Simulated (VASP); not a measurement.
# AgF: relaxation of the atoms with PBE+TS

The system is AgF, a sheet with vacuum.

```
Ag F
1.0
     3.12210    0.00000    0.00000
     0.00000    4.14288    0.00000
     0.00000    0.00000   23.80000
Ag F
1 1
Direct
  0.00000 0.50000 0.29412
  0.00000 0.00000 0.29412
```

The cell was built by a generator and needn't be a form met in nature.

```
Program                   : VASP 6.6.1
Task                      : relaxation of the atoms
Functional                : PBE
Dispersion                : TS
Potentials or basis       : VASP PAW PBE potentials, release 64 (Ag, F)
Cutoff                    : 520 eV
k mesh                    : 9 × 7 × 1
Occupations               : fermi-dirac, width 0.05 eV
Spin                      : no spin polarisation
Dipole correction         : yes
Atoms held fixed (from 0) : [0]
Further INCAR settings    : ALGO = Normal; EDIFF = 1e-06; IBRION = 2; EDIFFG = -0.02; NSW = 60
```

```yaml
Band_gap_on_the_k_mesh: 1.10 eV, indirect (least direct gap 3.20 eV)
Hirshfeld_charges: Ag +0.30; F -0.30 e
Dispersion_energy_per_atom: -0.051 eV
```

Final structure:
```xyz
2
Lattice="3.1221 0.0000 0.0000 0.0000 4.1429 0.0000 0.0000 0.0000 23.8000" Properties=species:S:1:pos:R:3 pbc="T T T"
Ag    0.0000    2.0714    7.0001
F     0.0000    0.0000    7.0001
```

Levels at points of the mesh, in eV from the valence-band top:
```
           k point  band 6  band 7  band 8  band 9  band 10  band 11  band 12  band 13
(0.00, 0.00, 0.00)   -2.42   -2.22   -2.14   -2.10     1.10     4.07     5.37     5.79
```

Run time: 85 s on 1 thread of Intel(R) Xeon(R) Platinum 8488C (Sapphire Rapids) (shared host), peak memory 0.39 GiB.

Caveat: the relaxation stopped at its first step, so nothing moved.
